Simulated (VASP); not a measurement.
An input for Quantum ESPRESSO's pw.x (written as the equivalent of a VASP run, and not itself run):

```
&CONTROL
  calculation = 'scf'
  pseudo_dir = './pseudo'
  outdir = './out'
  tprnfor = .true.
  tstress = .true.
/
&SYSTEM
  ibrav = 0
  nat = 2
  ntyp = 2
  ecutwfc = 84
  occupations = 'smearing'
  smearing = 'methfessel-paxton'
  degauss = 0.00735
  input_dft = 'vdw-df2-b86r'
/
&ELECTRONS
  conv_thr = 7.3e-09
  electron_maxstep = 100
/
ATOMIC_SPECIES
  Nb 92.906 Nb.upf
  N 14.007 N.upf
CELL_PARAMETERS angstrom
     0.0000000    2.2021192    2.2021192
     2.2021192    0.0000000    2.2021192
     2.2021192    2.2021192    0.0000000
ATOMIC_POSITIONS crystal
  Nb   0.0000000  0.0000000  0.0000000
  N    0.5000000  0.5000000  0.5000000
K_POINTS automatic
  14 14 14 0 0 0
```

Q: Translate this input to VASP (INCAR, KPOINTS, POSCAR, choice of POTCAR).

A: This is not unique; one that fits is 
**INCAR**
```
SYSTEM = NbN
PREC = Accurate
ENCUT = 520
EDIFF = 1E-7
NELM = 100
ALGO = Normal
LREAL = .FALSE.
LASPH = .TRUE.
ISMEAR = 1
SIGMA = 0.1
GGA = MK
PARAM1 = 0.1234568
PARAM2 = 0.7114
ZAB_VDW = -1.8867
LUSE_VDW = .TRUE.
AGGAC = 0.0
LMAXMIX = 4
LWAVE = .FALSE.
LCHARG = .FALSE.
ISIF = 2
```

### POSCAR
```
NbN
1.0
  0.0000000000   2.2021192189   2.2021192189
  2.2021192189   0.0000000000   2.2021192189
  2.2021192189   2.2021192189   0.0000000000
Nb N
1 1
Cartesian
  0.0000000000   0.0000000000   0.0000000000
  2.2021192189   2.2021192189   2.2021192189
```

**KPOINTS**
```
Automatic mesh
0
Gamma
14 14 14
0 0 0
```

POTCAR, in this order: Nb_sv N (PBE.64 set). Program: vasp_std.

The two are equivalent in intent, not identical: the potentials are each code's own (VASP's PAW set, PseudoDojo norm-conserving files in pw.x), so ENCUT and ecutwfc are chosen apart and not converted; conv_thr bounds pw.x's estimated SCF error, while EDIFF bounds the energy change between steps.

The compound is NbN in the rock salt structure, the cubic δ form, which competes with hexagonal ones. It was relaxed first.
